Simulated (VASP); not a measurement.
Input:

```yaml
crystal:
  lattice:
    - [0.00000, 2.64044, 2.64044]
    - [2.64044, 0.00000, 2.64044]
    - [2.64044, 2.64044, 0.00000]
  atoms:
    - { symbol: Yb, position: [0.00000, 0.00000, 0.00000] }
```

These are PBEsol GGA, VASP's PBE PAW potentials (set 64) (plane waves; VASP) values and carry that method's errors. Numerical set-up: 480 eV cut-off, 8×8×8 Γ-centred mesh, Gaussian smearing of 0.050 eV, potentials Yb_2.

The 4f electrons are frozen in the core of the lanthanide potential, so 4f levels, which can set the real gap, and their magnetism are missing.

Stress in GPa, positive for a compressed cell; the cube axes lie along x, y and z, and the ions stay on their sites.

```
strain                        σxx    σyy    σzz
--------------------------  -----  -----  -----
none                        -0.02  -0.02  -0.02
εzz = +1.5 %                -0.21  -0.21  -0.40
εxx = -1.0 %, εyy = -1.0 %   0.38   0.38   0.25
```

Problem. Fit C11 and C12 to these rows, and predict the stress for εyy = +4.0 %.

Solution. Least squares on Δσ_i = −C11 ε_i − C12 (ε_j + ε_k) over all components shown gives C11 = 26 GPa and C12 = 13 GPa, and so σxx, σyy, σzz = -0.55, -1.06, -0.55 GPa. The run gave -0.47, -1.01, -0.47 GPa; the difference holds the non-linear terms and numerical noise.

Left out are shears, moved atoms, failed runs and, from the fit, strains over 2.5 %.

The compound is Yb in the fcc structure.
